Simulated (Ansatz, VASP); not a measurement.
# Two plane-wave programs on Li2BeS2

```
CELL_PARAMETERS angstrom
3.74693 0.00000 0.00000
-1.87346 3.24493 0.00000
0.00000 0.00000 6.74920
ATOMIC_POSITIONS crystal
Li 0.00000 0.00000 0.40776
Li 0.33333 0.66667 0.80504
Be 0.33333 0.66667 0.17475
S 0.00000 0.00000 0.04051
S 0.33333 0.66667 0.46888
```

Alike in both runs: functional PBE; k mesh 6 × 6 × 4; occupations gaussian, width 0.1 eV; no spin polarisation.

Ansatz relaxed the structure, and its values are those at the end. VASP's run is a single point on that final structure, the one shown.

```csv
,VASP,Ansatz
version,VASP 6.6.1,Ansatz 0.2.0
potentials or method,"VASP PAW PBE potentials, release 64 (Li_sv, Be, S)","scalar-relativistic, plane waves, PAW"
plane-wave cutoff (eV),520,420
valence electrons in the cell,20,20
```

|  | VASP | Ansatz | Ansatz less VASP |
| --- | --- | --- | --- |
| gap on the k mesh at the Fermi level (eV) | 2.79 | 2.78 | -0.011 |
| least direct gap on the mesh (eV) | 2.79 | 2.78 | -0.011 |
| rms of the force components (eV/Å) | 0.005 | 0.003 | -0.0018 |

With one functional, cell and mesh, what is left measures potentials, basis and numerics.

 A k mesh can miss the band edges.
